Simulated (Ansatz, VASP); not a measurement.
Two plane-wave programs on TlZn3As3

File INCAR:

```
SYSTEM = TlZn3As3
PREC = Accurate
ENCUT = 520
EDIFF = 1E-6
ISMEAR = 0
SIGMA = 0.1
LREAL = .False.
LASPH = .True.
NELM = 100
ALGO = Fast
ISIF = 2
LWAVE = .False.
LCHARG = .False.
GGA = PE
NBANDS = 41
```

KPOINTS

```
regular mesh
0
Gamma
  4 4 4
  0 0 0
```

File POSCAR:

```
TlZn3As3
1.0
    5.3807317800      0.0000000000      0.0000000000
    0.0000000000      5.3807317800      0.0000000000
    0.0000000000      0.0000000000      5.3807317800
Zn Tl As
3 1 3
Direct
    0.0000000000      0.5000000000      0.0000000000
    0.5000000000      0.0000000000      0.0000000000
    0.0000000000      0.0000000000      0.5000000000
    0.5000000000      0.5000000000      0.5000000000
    0.0000000000      0.5000000000      0.5000000000
    0.5000000000      0.5000000000      0.0000000000
    0.5000000000      0.0000000000      0.5000000000
```

Input for Ansatz:

```yaml
crystal:
  lattice:
    - [5.38073178, 0.0, 0.0]
    - [0.0, 5.38073178, 0.0]
    - [0.0, 0.0, 5.38073178]
  atoms:
    - { symbol: Zn, position: [0.0, 0.5, 0.0] }
    - { symbol: Zn, position: [0.5, 0.0, 0.0] }
    - { symbol: Zn, position: [0.0, 0.0, 0.5] }
    - { symbol: Tl, position: [0.5, 0.5, 0.5] }
    - { symbol: As, position: [0.0, 0.5, 0.5] }
    - { symbol: As, position: [0.5, 0.5, 0.0] }
    - { symbol: As, position: [0.5, 0.0, 0.5] }
basis:
  ecutwfc: 420
kpoints:
  mp_grid: { grid: [4, 4, 4] }
hamiltonian:
  xc: pbe
scf:
  occupations: { method: gaussian, width: 0.1 }
  lower_state_search: "off"
output:
  forces: true
  stress: true
  eigenvalues: true
```

Change from the starting cell: species swapped into the Ce3GaBr3 type (Pm-3m, No. 221).

Alike in both runs: task single point; functional PBE; k mesh 4 × 4 × 4; occupations gaussian, width 0.1 eV; no spin polarisation.

|  | VASP | Ansatz |
| --- | --- | --- |
| version | VASP 6.6.1 | Ansatz 0.2.0 |
| potentials or method | VASP PAW PBE potentials, release 64 (Zn, Tl_d, As) | scalar-relativistic, plane waves, PAW |
| plane-wave cutoff (eV) | 520 | 420 |
| valence electrons in the cell | 64 | 94 |

|  | VASP | Ansatz | Ansatz less VASP |
| --- | --- | --- | --- |
| gap on the k mesh at the Fermi level (eV) | none | none | - |
| pressure (GPa) | 3.6 | 3.5 | -0.09 |

A gap of «none» marks a metal or a gap that the smearing closes. The two sets of potentials don't hold the same shells in valence.

Spin-orbit coupling is left out, which matters for the levels of Tl.
